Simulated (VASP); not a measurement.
Consider the following.

```
CELL_PARAMETERS angstrom
      4.64831     0.00000     0.00000
      0.00000     4.64831     0.00000
      0.00000     0.00000     4.64831
ATOMIC_POSITIONS crystal
  Mg 0.00000 0.00000 0.00000
  Sn 0.50000 0.50000 0.00000
  Sn 0.00000 0.50000 0.50000
  Sn 0.50000 0.00000 0.50000
```

These are PBEsol GGA, VASP's PBE PAW potentials (set 64) (plane waves; VASP 6.6.1) values and carry that method's errors. Run with 400 eV cut-off, Gaussian smearing of 0.050 eV, potentials Mg Sn_d.

Unless said otherwise, spin-orbit coupling is left out, though it shifts the bands of the heavy elements here.

Predict the band gap (along the path) with the smallest direct gap where there is one.

```json
{
 "band gap (along the path)": "none (metal, semimetal or under 0.01 eV)"
}
```

Total energies compare only between runs with the same potentials, cut-off and functional.

The structure comes from a computed database's MgSn3 entry (Pm-3m); how it stands against other phases isn't given here. It was relaxed first.
